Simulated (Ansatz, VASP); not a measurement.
# Si17Mo12S24O34 (amorphous SiO2 against MoS2, 7.3 A): VASP beside Ansatz, part 3 of 3

Wanted: the spread between two codes on one cell, functional and k mesh. Of the first pair: The structure shown is the start of the Ansatz relaxation below; VASP solves that cell, so the two are compared at the walk's first step.

VASP 6.6.1 and Ansatz 0.2.0.

So far. Step 4 (Comparison): The forces differ by 41 meV/Å r.m.s., which is 14.9 % of the r.m.s. force of 0.278 eV/Å (both taken over all components).

## (6) VASP: single point, PBE with D3(BJ), relaxed cell, pair 2

Level of this step: PBE with D3(BJ), no spin polarisation; plane waves and PAW (Mo_sv, S, Si, O) (VASP).

The same cell, functional, mesh and smearing now go to VASP, with its own data sets.

The input, INCAR:

```
SYSTEM = Si17Mo12S24O34
PREC = Accurate
ENCUT = 600
EDIFF = 1E-06
NELM = 120
ISMEAR = -1
SIGMA = 0.025
LREAL = Auto
ALGO = Normal
GGA = PE
IVDW = 12
NBANDS = 352
LASPH = .TRUE.
LORBIT = 11
LWAVE = .FALSE.
LCHARG = .FALSE.
ISIF = 2
GGA_COMPAT = .FALSE.
EFERMI = MIDGAP
NCORE = 2
```

The input, POSCAR:

```
Si17Mo12S24O34
1.0
    9.5400000000      0.0000000000      0.0000000000
    0.0000000000     11.0158400000      0.0000000000
    0.0000000000      0.0000000000     13.2131690000
Mo S Si O
12 24 17 34
Direct
    0.0111100000      0.0068700000      0.1714300000
    0.1790100000      0.2557200000      0.1732100000
    0.0146500000      0.5054600000      0.1714800000
    0.1822100000      0.7529900000      0.1731300000
    0.3448600000      0.0058900000      0.1752800000
    0.5109300000      0.2567600000      0.1725000000
    0.3443600000      0.5043600000      0.1745400000
    0.5081800000      0.7587000000      0.1770500000
    0.6778400000      0.0144800000      0.1745600000
    0.8466900000      0.2570400000      0.1718100000
    0.6820800000      0.5058800000      0.1733300000
    0.8451000000      0.7510700000      0.1710800000
    0.1760300000      0.0883300000      0.2921400000
    0.1801600000      0.0892800000      0.0564900000
    0.0126300000      0.3396200000      0.2914600000
    0.0144300000      0.3389400000      0.0543500000
    0.1790900000      0.5871300000      0.2925000000
    0.1833700000      0.5868300000      0.0538000000
    0.0105700000      0.8368700000      0.2889600000
    0.0140300000      0.8338400000      0.0572200000
    0.5093900000      0.0916000000      0.2942500000
    0.5091900000      0.0908800000      0.0550600000
    0.3441000000      0.3376500000      0.2914900000
    0.3449700000      0.3397500000      0.0543800000
    0.5142900000      0.5893200000      0.2913800000
    0.5098500000      0.5894400000      0.0601400000
    0.3429800000      0.8406900000      0.2960300000
    0.3463400000      0.8393700000      0.0563700000
    0.8484400000      0.0917000000      0.2919000000
    0.8448500000      0.0925200000      0.0541400000
    0.6806600000      0.3369100000      0.2893300000
    0.6778700000      0.3401400000      0.0542200000
    0.8511000000      0.5871400000      0.2901600000
    0.8469400000      0.5841700000      0.0538300000
    0.6816900000      0.8428400000      0.2898200000
    0.6710200000      0.8475400000      0.0636600000
    0.9887700000      0.8271300000      0.8868500000
    0.1331500000      0.5951000000      0.5774000000
    0.5379900000      0.3834500000      0.5667100000
    0.7473700000      0.0187700000      0.6036200000
    0.9458500000      0.2975600000      0.7884700000
    0.3710600000      0.1759500000      0.7358600000
    0.6274100000      0.5855200000      0.8143500000
    0.4445200000      0.0020100000      0.5401200000
    0.6017300000      0.6070400000      0.4562700000
    0.6760100000      0.8386800000      0.8970500000
    0.6655600000      0.2308400000      0.7353200000
    0.4258600000      0.6176100000      0.6346800000
    0.2446700000      0.3180800000      0.5752100000
    0.1203100000      0.0696500000      0.8055300000
    0.5786300000      0.8418900000      0.6964100000
    0.0193600000      0.1494800000      0.6044400000
    0.9497600000      0.5702400000      0.7726900000
    0.0333600000      0.6238500000      0.4701100000
    0.6205600000      0.4612100000      0.4792300000
    0.0012900000      0.4359100000      0.8158800000
    0.7277700000      0.0962700000      0.7089900000
    0.1388500000      0.2097500000      0.5300400000
    0.7776700000      0.2936100000      0.8129300000
    0.2852900000      0.0992100000      0.8226400000
    0.6206600000      0.0335100000      0.5230100000
    0.9597700000      0.2679100000      0.6672600000
    0.7801800000      0.5644700000      0.7622500000
    0.2661400000      0.6385300000      0.6619500000
    0.5684000000      0.8955100000      0.8151700000
    0.7262800000      0.6950200000      0.4433600000
    0.4010800000      0.3132600000      0.5196800000
    0.5145600000      0.2207800000      0.7914800000
    0.4791600000      0.4793000000      0.6504200000
    0.8946600000      0.0678900000      0.5514600000
    0.2696500000      0.2882400000      0.6969800000
    0.0254500000      0.1843300000      0.8488000000
    0.6499300000      0.2984500000      0.6250600000
    0.0965400000      0.9326300000      0.8550900000
    0.7336000000      0.8763900000      0.6502900000
    0.4651400000      0.6554300000      0.5186600000
    0.1794800000      0.4505900000      0.5573000000
    0.5477300000      0.6879500000      0.7147300000
    0.9983000000      0.6882400000      0.8492600000
    0.4076300000      0.0997300000      0.6356700000
    0.8339300000      0.8877700000      0.8764300000
    0.4529500000      0.8774900000      0.6230300000
    0.0077400000      0.6001500000      0.6632300000
    0.0881700000      0.0537000000      0.6855100000
    0.5281400000      0.4873300000      0.8550000000
    0.6646600000      0.6948300000      0.8962300000
    0.1650500000      0.7026300000      0.4907300000
```

The input, KPOINTS:

```
Automatic mesh
0
Gamma
1 1 1
0 0 0
```

PAW data sets: Mo_sv, S, Si and O (PBE family, release 64).

On the command line:

```bash
> mpirun -np 8 vasp_gam
```

Numbers of over 12 decimals in the logs are rounded to 6 here.

What it wrote:

```text
[... set-up lines as in an earlier step ...]
 entering main loop
       N       E                     dE             d eps       ncg     rms          rms(c)
DAV:   1     0.681391860428E+04    0.68139E+04   -0.38453E+05   744   0.184E+03
DAV:   2    -0.920127496702E+02   -0.69059E+04   -0.66757E+04   840   0.440E+02
DAV:   3    -0.696284410021E+03   -0.60427E+03   -0.59487E+03   840   0.126E+02
DAV:   4    -0.714566828761E+03   -0.18282E+02   -0.18143E+02   840   0.220E+01
[...]
DAV:  20    -0.642245929583E+03    0.71851E-05   -0.35892E-05   768   0.168E-02    0.163E-02
DAV:  21    -0.642245928089E+03    0.14940E-05   -0.14205E-05   824   0.116E-02    0.775E-03
DAV:  22    -0.642245927611E+03    0.47800E-06   -0.66376E-06   720   0.761E-03
   1 F= -.66332294E+03 E0= -.66332214E+03  d E =-.158912E-02
```

Parts of OUTCAR (step 6):

```text
  FREE ENERGIE OF THE ION-ELECTRON SYSTEM (eV)
  ---------------------------------------------------
  free  energy   TOTEN  =      -663.3229375347 eV

  energy  without entropy=     -663.3213484097  energy(sigma->0) =     -663.32214297

[... 1 part as in an earlier step ...]
```

The run ends at a pressure of -0.65 GPa, with forces up to 0.21 eV/Å.

## (7) Comparison

What differs besides the data sets and the points named for the pairs above, as far as they apply: the cutoff is 420 eV in Ansatz and 600 eV in VASP (PREC = Accurate, projectors in real space). Total energies have different zeros and are not compared.

Compared:

```
              quantity  Ansatz   VASP  difference
        pressure (GPa)   -0.58  -0.65       +0.07
gap on the k mesh (eV)   0.315  0.324      -0.009
```

Forces on 7 of the 87 atoms, those with the largest forces and the largest differences (eV/Å; atoms numbered as in POSCAR):

```
atom          Ansatz x, y, z            VASP x, y, z
Si43    -0.006, 0.005, 0.000    0.059, 0.082, -0.044
Si45   -0.008, -0.003, 0.006  -0.076, -0.049, -0.062
Si46   0.000, -0.005, -0.002     0.003, 0.059, 0.123
 O54  -0.012, -0.008, -0.007  -0.164, -0.079, -0.096
 O66    0.006, 0.003, -0.003    0.118, 0.097, -0.020
 O85     0.002, 0.003, 0.003   -0.102, -0.110, 0.058
 O87    0.012, 0.002, -0.001    0.149, 0.145, -0.035
```

The forces differ by 32 meV/Å r.m.s., where the r.m.s. force is 0.005 eV/Å in Ansatz and 0.033 eV/Å in VASP: the atoms lie near their places of rest in Ansatz, so a percentage would say little (all taken over all components). A gap on the mesh is an upper bound, since the band edges may lie between its points.

## (8) Summary of results

```
r.m.s. force difference (single point, PBE with D3(BJ), start cell, pair 1)   : 15 % of the r.m.s. force
r.m.s. force difference (single point, PBE with D3(BJ), relaxed cell, pair 2) : 32 meV/Å
```

**Reading.** The r.m.s. force difference is 15 % of the r.m.s. force (single point, PBE with D3(BJ), start cell, pair 1), beyond the 3 % picked in this series as the mark of a large difference. What causes the difference of the single point, PBE with D3(BJ), start cell, pair 1 pair stays open here. What causes the difference of the single point, PBE with D3(BJ), relaxed cell, pair 2 pair stays open here. Such differences can come from data sets, numerical settings and the points named under the comparisons, not from the functional's error against experiment.

[Lines on the potential files, build, host, timing and source positions are cut from VASP's logs without a mark.]

[Logs are printed without paths, hosts, clocks, repeated set-up lines and the standing remarks that a program may print on its own settings, such as how far it seeks lower states.]

[Hosts, paths, dates, database ids (printed as entryN), source tags and the programs' standing remarks are cut or masked in the printed files.]
